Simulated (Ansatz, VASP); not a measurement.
# CoSi: VASP beside Ansatz, part 2 of 2

Aim: how closely do two programs agree when they are given the same cell, functional and k mesh?

VASP 6.6.1 and Ansatz 0.2.0.

So far: Set-up; VASP: relaxation of cell and atoms, PBE.

The database entry behind the starting cell differs from later determinations by our own check (0.1 to 0.3 % short, probably kX units), so it need not match the best structure at ambient conditions.

## (3) Ansatz: relaxation of cell and atoms, PBE

Level of this step: Ansatz beside VASP: Kohn-Sham DFT, plane waves, PBE (Ansatz).

Ansatz runs on its default PAW (the set named soft_2) files.

The same cell, functional, mesh and smearing now go to Ansatz, which takes its cutoff from its data sets.

The input, input.yaml:

```yaml
crystal:
  lattice:
    - [4.438, 0.0, 0.0]
    - [0.0, 4.438, 0.0]
    - [0.0, 0.0, 4.438]
  atoms:
    - { symbol: Co, position: [0.14, 0.14, 0.14], spin: 2.0 }
    - { symbol: Co, position: [0.36, 0.86, 0.64], spin: 2.0 }
    - { symbol: Co, position: [0.64, 0.36, 0.86], spin: 2.0 }
    - { symbol: Co, position: [0.86, 0.64, 0.36], spin: 2.0 }
    - { symbol: Si, position: [0.843, 0.843, 0.843] }
    - { symbol: Si, position: [0.657, 0.157, 0.343] }
    - { symbol: Si, position: [0.343, 0.657, 0.157] }
    - { symbol: Si, position: [0.157, 0.343, 0.657] }
hamiltonian:
  xc: pbe
  pseudopotentials: { kind: paw }
magnetization:
  spin_polarized: true
kpoints:
  mp_grid: { grid: [6, 6, 6] }
scf:
  occupations: { method: fermi_dirac, width: 0.05 }
relax:
  f_tol: 0.01
  max_steps: 60
  cell: { stress_tol: 0.05 }
output:
  forces: true
  stress: true
```

Command:

```bash
$ ansatz run input.yaml --threads 4 --pin off --max-ram 9216MiB --backend cpu --events-out ev --progress --plain --runs-dir out
```

Numbers of over 12 decimals in the logs are rounded to 6 here.

Log:

```text
Engine: ansatz 0.2.0, aarch64-unknown-linux-gnu
Pseudopotentials: kind: paw
Pseudopotential: Co, paw, valence charge 17, recommended cutoff 420 eV (normal), Co.paw.azcp
Pseudopotential: Si, paw, valence charge 4, recommended cutoff 420 eV (normal), Si.paw.azcp
Functional definition: PBE
  parameter kappa = 0.804
  parameter beta = 0.066725
  exchange = pbe_x(kappa = kappa, mu = beta*pi^2/3)
  correlation = pbe_c(beta = beta)
Crystal: 8 atoms, lattice volume = 87.410 Å³
Basis set: ecut = 420 eV, 1743 PW (Γ), exchange–correlation on 60×60×60 points (8 copies of the dense FFT grid, shifted against one another)
Bands: 56, of which v1, the nominal top of the filled ones, is band 42 counted from 1 (41 counted from 0)
Symmetry: 12 space group operations
Space group: P213 (ITA 198), of the structure as read, at distance tolerance 4.4e-5 Å
Magnetic group: BNS 198.9 (UNI 1511), of the structure as read, at distance tolerance 4.4e-5 Å
k-points: 24 of 216 (time reversal used)
Non-local potential: Co, projectors of the file, l = 0: 3, l = 1: 2, l = 2: 3, l = 3: 1
Non-local potential: Si, projectors of the file, l = 0: 2, l = 1: 2, l = 2: 2
PAW form: soft (Blöchl's): semilocal exchange-correlation on the pseudo side does not see the compensation charge
PAW one-centre angular grid: Co, 590 points (default); XC on 64 Gauss nodes
PAW one-centre angular grid: Si, 110 points (default); XC on 64 Gauss nodes
Initial density: superposition of atomic densities (chi_scale 0.1, normalization cell)
Starting moments: Σ|m| = 8 μB on 4 of 8 sites
Initial wavefunctions: pseudopotential atomic-orbital guess
Functional: x = pbe(κ = 0.804, μ = 0.219515), c = pbe(β = 0.066725)
SCF iter   1: F=—  HF=-23044.923591 eV  |F-HF|=—  |Δ(HF+E_count)|=         —  Δρ=9.20e-2 (↑9.20e-2 ↓3.53e-2)  dr2=5.22e0  dr2_m=1.82e0  M=4.479 μB ∫|m|=6.157 μB  β_m=0.30  ethr=3.10e-3  ⟨swp⟩=6.9  Hψ=10528  notcnv=0  defer=4
Mixer restart at iter 1: flushing history
preconditioner: auto → Kerker (q_TF=auto, 2.710 Å⁻¹)  [metal: Δε(μ)=0.008 eV  Ē_g=8.126 eV  σ=0.050 eV  W_gap=0.04  n_scr=26 (ndim 8)  ℏωp=28.6 eV  f_vac=0.000  D(μ)=4.81/eV (n_scr^D=32)]
spin=Collinear: Kerker preconditioning applied to the charge; magnetization (m = ρ↑ − ρ↓) channel mixes plain (no charge-response kernel on spin).
SCF iter   2: F=—  HF=-23043.893084 eV  |F-HF|=—  |Δ(HF+E_count)|=    1.03e0  Δρ=5.36e-2 (↑4.34e-2 ↓5.36e-2)  dr2=8.34e-1  dr2_m=1.69e0  M=4.001 μB ∫|m|=5.619 μB  β_m=0.41  ethr=3.10e-3  ⟨swp⟩=2.1  Hψ=4445  notcnv=0  defer=247
SCF iter   3: F=—  HF=-23047.485039 eV  |F-HF|=—  |Δ(HF+E_count)|=    3.59e0  Δρ=5.69e-2 (↑3.25e-2 ↓5.69e-2)  dr2=1.21e0  dr2_m=1.48e0  M=3.530 μB ∫|m|=4.962 μB  β_m=0.19  ethr=9.93e-4  ⟨swp⟩=2.6  Hψ=3932  notcnv=0  defer=247
SCF iter   4: F=—  HF=-23049.364403 eV  |F-HF|=—  |Δ(HF+E_count)|=    1.88e0  Δρ=4.45e-2 (↑3.68e-2 ↓4.45e-2)  dr2=6.13e-1  dr2_m=1.24e0  M=3.190 μB ∫|m|=4.492 μB  β_m=0.11  ethr=9.93e-4  ⟨swp⟩=2.1  Hψ=3815  notcnv=0  defer=250
SCF iter   5: F=—  HF=-23050.289210 eV  |F-HF|=—  |Δ(HF+E_count)|=   9.25e-1  Δρ=4.13e-2 (↑4.13e-2 ↓2.67e-2)  dr2=3.56e-1  dr2_m=8.43e-1  M=2.891 μB ∫|m|=4.036 μB  β_m=0.71  ethr=7.30e-4  ⟨swp⟩=2.1  Hψ=3802  notcnv=0  defer=257
SCF iter   6: F=—  HF=-23052.478105 eV  |F-HF|=—  |Δ(HF+E_count)|=    2.19e0  Δρ=2.65e-2 (↑2.65e-2 ↓9.08e-3)  dr2=4.98e-1  dr2_m=1.63e-1  M=0.356 μB ∫|m|=0.808 μB  β_m=0.86  ethr=4.24e-4  ⟨swp⟩=3.3  Hψ=5331  notcnv=0  defer=260
SCF iter   7: F=—  HF=-23052.680598 eV  |F-HF|=—  |Δ(HF+E_count)|=         —  Δρ=2.75e-2 (↑5.25e-3 ↓2.75e-2)  dr2=6.79e-1  dr2_m=1.61e-1  M=-0.025 μB ∫|m|=0.069 μB  β_m=0.86  ethr=4.24e-4  ⟨swp⟩=2.5  Hψ=4232  notcnv=0  defer=280
Mixer restart at iter 7: flushing history
SCF iter   8: F=—  HF=-23052.868935 eV  |F-HF|=—  |Δ(HF+E_count)|=   1.88e-1  Δρ=2.47e-2 (↑2.47e-2 ↓1.91e-2)  dr2=7.47e-1  dr2_m=7.20e-3  M=-0.007 μB ∫|m|=0.026 μB  β_m=0.69  ethr=4.24e-4  ⟨swp⟩=3.0  Hψ=5455  notcnv=0  defer=280
SCF iter   9: F=—  HF=-23052.695184 eV  |F-HF|=—  |Δ(HF+E_count)|=   1.74e-1  Δρ=9.02e-3 (↑3.40e-3 ↓9.02e-3)  dr2=1.26e-1  dr2_m=7.28e-3  M=-0.007 μB ∫|m|=0.024 μB  β_m=0.66  ethr=4.24e-4  ⟨swp⟩=2.9  Hψ=5764  notcnv=0  defer=278
SCF iter  10: F=—  HF=-23052.675079 eV  |F-HF|=—  |Δ(HF+E_count)|=   2.01e-2  Δρ=1.61e-3 (↑1.61e-3 ↓7.33e-4)  dr2=2.66e-3  dr2_m=3.98e-4  M=-0.002 μB ∫|m|=0.008 μB  β_m=0.83  ethr=1.50e-4  ⟨swp⟩=2.0  Hψ=3784  notcnv=0  defer=278
SCF iter  11: F=—  HF=-23052.675404 eV  |F-HF|=—  |Δ(HF+E_count)|=   3.25e-4  Δρ=9.64e-4 (↑9.64e-4 ↓7.13e-4)  dr2=1.33e-3  dr2_m=1.38e-5  M=-0.000 μB ∫|m|=0.002 μB  β_m=0.82  ethr=3.16e-6  ⟨swp⟩=2.1  Hψ=3419  notcnv=0  defer=278
SCF iter  12: F=—  HF=-23052.675103 eV  |F-HF|=—  |Δ(HF+E_count)|=   3.01e-4  Δρ=1.66e-4 (↑1.07e-4 ↓1.66e-4)  dr2=6.21e-5  dr2_m=8.26e-7  M=-0.000 μB ∫|m|=0.001 μB  β_m=0.91  ethr=1.58e-6  ⟨swp⟩=2.0  Hψ=3561  notcnv=0  defer=278
SCF iter  13: F=—  HF=-23052.675114 eV  |F-HF|=—  |Δ(HF+E_count)|=   1.13e-5  Δρ=7.98e-5 (↑7.98e-5 ↓7.86e-5)  dr2=1.49e-5  dr2_m=2.08e-9  M=-0.000 μB ∫|m|=0.000 μB  β_m=0.95  ethr=7.39e-8  ⟨swp⟩=2.0  Hψ=3937  notcnv=0  defer=278
[...]
SCF iter  17: F=-23052.675113 eV  HF=-23052.675113 eV  |F-HF|=4.40e-10  |Δ(HF+E_count)|=  4.47e-10  Δρ=4.27e-7 (↑4.27e-7 ↓4.25e-7)  dr2=5.37e-10  dr2_m=9.18e-15  M=-0.000 μB ∫|m|=0.000 μB  ethr=1.56e-12  ⟨swp⟩=1.0  Hψ=7166  notcnv=0
WARN: the starting moments were not kept: the SCF closed with an absolute magnetisation of 2.9e-7 μB, where they sum to 8 μB in size (4 sites). That is at most 0.1 of that sum. Measured as dr2_m measures the in/out step, that magnetisation stands 1.9e-14 eV from none, at or under the dr2_threshold of 1.0e-7 eV: it is no larger than a step whose dr2_m would equal this threshold. The system may hold no moment; this SCF [...]
SCF 1 converged in 17 iterations: F = -23052.675113 eV  dr2 = 5.37e-10
  greatest PAW one-centre occupation: 1.000 electrons in one spin orbital (limit 2), on the Co atom at site 2 (counted from 0), in its partial waves of l = 1
relax step   1: F+E_penalty+E_count = -23052.67511259 eV  Δ(F+E_penalty+E_count) = +0.000e0 eV  max|allowed force component| = 1.516e-1 eV/Å  Δτ_max = 0.0000 Å  P = -0.275 GPa  Ω = 87.410 Å³  (17 SCF iters, dr2 threshold 1.00e-7 eV, accepted)
[...]
relax step   2: F+E_penalty+E_count = -23052.68286317 eV  Δ(F+E_penalty+E_count) = -7.751e-3 eV  max|allowed force component| = 1.218e-1 eV/Å  Δτ_max = 0.0078 Å  P = -0.115 GPa  Ω = 87.273 Å³  energy of the carried Pulay correction = +8.226e-5 eV  (7 SCF iters, dr2 threshold 8.00e-7 eV, accepted)
[...]
relax step   3: F+E_penalty+E_count = -23052.69543730 eV  Δ(F+E_penalty+E_count) = -1.257e-2 eV  max|allowed force component| = 2.924e-2 eV/Å  Δτ_max = 0.0347 Å  P = -0.296 GPa  Ω = 87.059 Å³  energy of the carried Pulay correction = +2.113e-4 eV  (8 SCF iters, dr2 threshold 8.00e-7 eV, accepted)
[...]
relax step   4: F+E_penalty+E_count = -23052.69612052 eV  Δ(F+E_penalty+E_count) = -6.832e-4 eV  max|allowed force component| = 1.195e-2 eV/Å  Δτ_max = 0.0054 Å  P = +0.262 GPa  Ω = 86.887 Å³  energy of the carried Pulay correction = +3.154e-4 eV  (7 SCF iters, dr2 threshold 2.19e-7 eV, accepted)
[...]
relax step   5: F+E_penalty+E_count = -23052.69619120 eV  Δ(F+E_penalty+E_count) = -7.068e-5 eV  max|allowed force component| = 1.003e-3 eV/Å  Δτ_max = 0.0013 Å  P = -0.028 GPa  Ω = 86.994 Å³  energy of the carried Pulay correction = +2.510e-4 eV  (8 SCF iters, dr2 threshold 1.71e-7 eV, accepted)
[...]
relax step   6: F+E_penalty+E_count = -23052.69594134 eV  Δ(F+E_penalty+E_count) = +2.499e-4 eV  max|allowed force component| = 1.001e-3 eV/Å  Δτ_max = 0.0000 Å  P = -0.033 GPa  Ω = 86.994 Å³  stress off target by 3.29e-2 GPa  SCF on the basis re-selected at this cell (its energy is not comparable with the rows above)  (8 SCF iters)
basis re-selected at this cell: Δ(F+E_penalty+E_count) = +2.499e-4 eV, ΔP = -0.005 GPa vs the last step (what re-selecting the basis moved, of the pressure what is left beyond the Pulay correction that the steps carried, after the strain that the cell walked since its last selection, with what the two solves' SCF thresholds leave and, on support functions, any second-order correction that the steps lacked; it is no m [...]
SCF converged after 8 iterations
Magnetization: 0.0000 μB (42.0000 up, 42.0000 down)
Absolute magnetization: 0.0000 μB (∫|ρ↑−ρ↓|, with the PAW one-centre terms)
Spin contamination: 0.0000 ħ² per cell (⟨S²⟩ above its minimum at these occupations)
Per-site moments (μB) at R_I (Å): [(5.439238303001247e-10, 0.955555), (5.439236573331257e-10, 0.955555), (5.439236115001604e-10, 0.955555), (5.439237390437676e-10, 0.955555), (-8.44875633517704e-11, 0.955555), (-8.44878298736345e-11, 0.955555), (-8.448755597319693e-11, 0.955555), (-8.448766373311644e-11, 0.955555)]
Free energy (F): -23052.695941 eV
Harris-Foulkes:  -23052.695941 eV  (|F-HF|=3.64e-12)
Internal energy: -23052.682151 eV  (E = F + TS)
E sigma→0 (E₀):  -23052.689046 eV
Entropy (-TS):   -0.013791 eV (-1.724 meV/atom)
Fermi energy:    16.725737 eV
--- Per-component energies (eV) ---
  E_band       = -946.269368
  E_kinetic    = 2010.685475
  E_local      = -14209.465935  (includes V_loc(G=0)·N_el)
  E_nonlocal   = 1921.076452
  E_hartree    = 6167.569330
  E_xc         = -869.667353
  E_vxc        = -1025.567110  (∫ρ·V_xc dr)
  E_paw        = -8118.545562  (= ΣΔE_a)
  E_vpaw       = -1978.137235  (= ΣTr[D̂ρ^β])
  E_aug_tail   = 0.000354  (compensation charges beyond the density's cutoff)
  E_ewald      = -9954.334913
  E_smearing   = -0.013791  (= −TS)
  E_closure    = -0.000000  (closes the sum)
  Σ components = -23052.695941   (vs F -23052.695941, Δ=0.00e0)
--- Forces (eV/Å), atoms counted from 1 ---
  atom   1  Co    -0.00033473    -0.00033473    -0.00033473
  atom   2  Co     0.00033473     0.00033473    -0.00033473
  atom   3  Co    -0.00033473     0.00033473     0.00033473
  atom   4  Co     0.00033473    -0.00033473     0.00033473
  atom   5  Si     0.00100090     0.00100090     0.00100090
  atom   6  Si    -0.00100090    -0.00100090     0.00100090
  atom   7  Si     0.00100090    -0.00100090    -0.00100090
  atom   8  Si    -0.00100090     0.00100090    -0.00100090
  max |Σ_I F_I| component: 1.30e-16 eV/Å
--- Stress (GPa, compression-positive) ---
       -0.032947       0.000000      -0.000000
        0.000000      -0.032947      -0.000000
       -0.000000      -0.000000      -0.032947
  P = ⅓ Tr σ = -0.0329 GPa (-0.329 kbar)
--- Relaxed structure (5 steps of the walk, 5 accepted, 1 SCFs on fresh bases) ---
  F+E_penalty+E_count = -23052.69594134 eV   max|allowed force component| = 1.001e-3 eV/Å   (the final SCF, on the basis selected at the relaxed cell)
  cell:  # Å, volume = 86.9935 Å³
    - [4.430937, 0, 0]
    - [0, 4.430937, 0]
    - [0, 0, 4.430937]
  atoms:
    - { symbol: Co, position: [0.145001, 0.145001, 0.145001] }
    - { symbol: Co, position: [0.354999, 0.854999, 0.645001] }
    - { symbol: Co, position: [0.645001, 0.354999, 0.854999] }
    - { symbol: Co, position: [0.854999, 0.645001, 0.354999] }
    - { symbol: Si, position: [0.843162, 0.843162, 0.843162] }
    - { symbol: Si, position: [0.656838, 0.156838, 0.343162] }
    - { symbol: Si, position: [0.343162, 0.656838, 0.156838] }
    - { symbol: Si, position: [0.156838, 0.343162, 0.656838] }
```

Run time: 43 s. Hardware: 4 threads of Arm Neoverse V1, shared host; peak memory 0.5 GiB.

## (4) Comparison

Known differences besides the potentials themselves: both relaxations stop at a tolerance, which leaves soft axes loose, and VASP keeps its plane-wave basis; the data sets hold 84 valence electrons in Ansatz (default PAW (the set named soft_2) files) and 52 in VASP; the cutoff is 420 eV in Ansatz and 520 eV in VASP; Ansatz adds a Pulay correction to the stress that steers its cell, VASP none. Total energies have different zeros and are not compared.

The two programs side by side:

| quantity | Ansatz | VASP | difference |
| --- | --- | --- | --- |
| volume (Å³) | 86.99 | 86.93 | +0.07 % |
| edge a after relaxation, in the typed setting (Å) | 4.431 | 4.430 | +0.02 % |

The walks stopped with -0.03 GPa left in Ansatz and 0.06 GPa in VASP; each walk ends within a tolerance, so the volume difference is uncertain by about these residues over the bulk modulus, most in soft cells.

## (5) What came out

```
difference in volume (relaxation of cell and atoms, PBE) : 0.072 %
```

In words: The difference in volume is 0.072 % (relaxation of cell and atoms, PBE), within the 1.2 % picked in this series as the mark of a large difference, as far as the stopping tolerances let one tell. Such differences can come from data sets, numerical settings and the points named under the comparisons, not from the functional's error against experiment.

[Lines on the potential files, build, host, timing and source positions are cut from VASP's logs without a mark.]

[Logs are printed without paths, hosts, clocks, repeated set-up lines and the standing remarks that a program may print on its own settings, such as how far it seeks lower states.]

[Hosts, paths, dates, database ids (printed as entryN), source tags and the programs' standing remarks are cut or masked in the printed files.]
